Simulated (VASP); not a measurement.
Level of theory: vdW-DF-cx, VASP's PBE PAW potentials (set 64) (plane waves; VASP).

A VASP calculation is set up with these files.

File POSCAR:
```
Ru
2.696460
  0.4999999687  -0.8660254065   0.0000000000
  0.4999999687   0.8660254065   0.0000000000
  0.0000000000   0.0000000000   1.5777786796
Ru
2
Cart
  0.4999999687   0.2886757129   0.3944446699
  0.4999999687  -0.2886757129   1.1833340097
```

### INCAR
```
! general
SYSTEM  =Ru
PREC    =Accurate
ENCUT   =520
LREAL   =.False.   ! projection in real space or not
LASPH   =.True.   ! aspherical one-centre terms

! electronic loop
EDIFF   =1E-7
NELM    =100
ALGO    =Normal   ! blocked Davidson
LMAXMIX =4   ! l cut-off of mixed one-centre charges

! smearing
ISMEAR  =-5

! functional
GGA     =CX
LUSE_VDW=.True.
AGGAC   =0.0

! ions
ISIF    =2   ! forces and stress, cell fixed

! output
LWAVE   =.False.
LCHARG  =.True.
LORBIT  =11
NEDOS   =601
```

KPOINTS:
```
Automatic mesh
0
Gamma
17 17 10
0 0 0
```

POTCAR, in this order: Ru_pv (PBE.64 set). Program: vasp_std.

The run wrote:

File OSZICAR:
```
       N       E                     dE             d eps       ncg     rms          rms(c)
DAV:   1     0.293254340666E+03    0.29325E+03   -0.18166E+04  7136   0.174E+03
DAV:   2    -0.790576589397E+01   -0.30116E+03   -0.29568E+03  7558   0.498E+02
DAV:   3    -0.146420288244E+02   -0.67363E+01   -0.65572E+01  7466   0.800E+01
DAV:   4    -0.147081819337E+02   -0.66153E-01   -0.66071E-01  8850   0.705E+00
DAV:   5    -0.147091267627E+02   -0.94483E-03   -0.94662E-03  7712   0.752E-01    0.192E+01
DAV:   6    -0.133634700801E+02    0.13457E+01   -0.35952E+00  7188   0.199E+01    0.500E+00
DAV:   7    -0.132669455059E+02    0.96525E-01   -0.29603E-01  7332   0.514E+00    0.109E+00
DAV:   8    -0.132572116348E+02    0.97339E-02   -0.72779E-03  7264   0.103E+00    0.223E-01
DAV:   9    -0.132570099998E+02    0.20164E-03   -0.72522E-04  9032   0.301E-01    0.423E-02
DAV:  10    -0.132570289794E+02   -0.18980E-04   -0.21004E-05  7944   0.461E-02    0.935E-03
DAV:  11    -0.132570321128E+02   -0.31334E-05   -0.13221E-06  7922   0.103E-02    0.277E-03
DAV:  12    -0.132570316560E+02    0.45676E-06   -0.70578E-08  4334   0.222E-03    0.632E-04
DAV:  13    -0.132570315022E+02    0.15380E-06   -0.16383E-08  3692   0.120E-03    0.432E-04
DAV:  14    -0.132570314742E+02    0.28059E-07   -0.45513E-09  3642   0.554E-04
   1 F= -.13257031E+02 E0= -.13257031E+02  d E =0.000000E+00
```

File OUTCAR:
```
------------------------ aborting loop because EDIFF is reached ----------------------------------------
  FORCE on cell =-STRESS in cart. coord.  units (eV):
  Direction    XX          YY          ZZ          XY          YZ          ZX
  --------------------------------------------------------------------------------------
  Total       -0.0133576     -0.0133576      0.0235824     -0.0000000     -0.0000000      0.0000000
  in kB       -0.7988758     -0.7988759      1.4103927     -0.0000000     -0.0000000      0.0000000
  external PRESSURE =      -0.0624530 kB  Pullay stress =       0.0000000 kB
  volume of cell :       26.79
      direct lattice vectors                 reciprocal lattice vectors
     1.348229916 -2.335202868  0.000000000     0.370856628 -0.214114160  0.000000000
     1.348229916  2.335202868  0.000000000     0.370856628  0.214114160  0.000000000
     0.000000000  0.000000000  4.254417099     0.000000000  0.000000000  0.235049826
 POSITION                                       TOTAL-FORCE (eV/Angst)
 -----------------------------------------------------------------------------------
      1.34823      0.77840      1.06360        -0.000000     -0.000000      0.000000
      1.34823     -0.77840      3.19081         0.000000      0.000000      0.000000
 -----------------------------------------------------------------------------------
    total drift:                               -0.000012      0.000502     -0.000046
  FREE ENERGIE OF THE ION-ELECTRON SYSTEM (eV)
  ---------------------------------------------------
  free  energy   TOTEN  =       -13.2570314742 eV

  energy  without entropy=      -13.2570314742  energy(sigma->0) =      -13.25703147

 total charge

# of ion       s       p       d       tot
------------------------------------------
    1        0.408   6.325   5.967  12.700
    2        0.408   6.325   5.967  12.700
--------------------------------------------------
tot          0.816  12.649  11.934  25.399
```
(Selected blocks of OUTCAR.)

For a metal the tetrahedron method with Blöchl corrections gives inexact stress and forces.

The compound is Ru in the hcp structure. It was relaxed first.
